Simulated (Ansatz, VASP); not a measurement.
## YHSe in VASP and in Ansatz

File INCAR:

```
SYSTEM = YHSe
ALGO = Normal ; EDIFF = 1E-6
EDIFFG = -0.005 ; ENCUT = 600
GGA = CA ; IBRION = 2
ISIF = 3 ; ISMEAR = 0
LASPH = .TRUE. ; LCHARG = .FALSE.
LREAL = .FALSE. ; LWAVE = .FALSE.
NELM = 100 ; NSW = 100
PREC = Accurate ; SIGMA = 0.02
```

Contents of KPOINTS:

```
k-points
0
G
  9 9 8
  0 0 0
```

POSCAR

```
YHSe
1.0
    3.8409313358      0.0000000000      0.0000000000
   -1.9204656679      3.3263441110      0.0000000000
    0.0000000000      0.0000000000      3.9155495600
Y H Se
1 1 1
Direct
    0.0000000000      0.0000000000      0.0000000000
    0.3333333300      0.6666666700      0.0000000000
    0.6666666700      0.3333333300      0.5000000000
```

Input for Ansatz:

```yaml
crystal:
  lattice:
    - [3.8409313358, 0.0, 0.0]
    - [-1.9204656679, 3.326344111, 0.0]
    - [0.0, 0.0, 3.91554956]
  atoms:
    - { symbol: "Y", position: [0.0, 0.0, 0.0] }
    - { symbol: H, position: [0.33333333, 0.66666667, 0.0] }
    - { symbol: Se, position: [0.66666667, 0.33333333, 0.5] }
basis:
  ecutwfc: 420
kpoints:
  mp_grid: { grid: [9, 9, 8] }
hamiltonian:
  xc: lda
scf:
  occupations: { method: gaussian, width: 0.02 }
output:
  forces: true
  stress: true
  eigenvalues: true
relax:
  adjacent_minimum: "off"
  f_tol: 0.005
  max_steps: 80
  cell: { stress_tol: 0.05 }
```

The cell comes from a database or a generator and needn't be the stable form of this composition.

Alike in both runs: task relaxation of cell and atoms; functional LDA; k mesh 9 × 9 × 8; occupations gaussian, width 0.02 eV; no spin polarisation.

|  | VASP | Ansatz |
| --- | --- | --- |
| version | VASP 6.6.1 | Ansatz 0.2.0 |
| potentials or method | VASP PAW LDA potentials, release 64 (Y_sv, H, Se) | scalar-relativistic, plane waves, PAW |
| plane-wave cutoff (eV) | 600 | 420 |
| valence electrons in the cell | 18 | 28 |

|  | VASP | Ansatz | Ansatz less VASP |
| --- | --- | --- | --- |
| gap on the k mesh at the Fermi level, each at its own relaxed structure (eV) | 1.31 | 1.31 | +0.005 |
| relaxed volume (Å³/atom) | 15.62 | 15.60 | -0.020 |
| relaxed cell length with the largest relative difference (Å) | 3.817 | 3.815 | -0.0017 |
| energy change over the relaxation (meV/atom) | -19 | -20 | -0.8 |

The two sets of potentials don't hold the same shells in valence.

Caveats: an odd mesh through Γ misses points on the zone boundary, where band edges often lie. A hybrid or GW would open this gap; LDA tends to underestimate it.
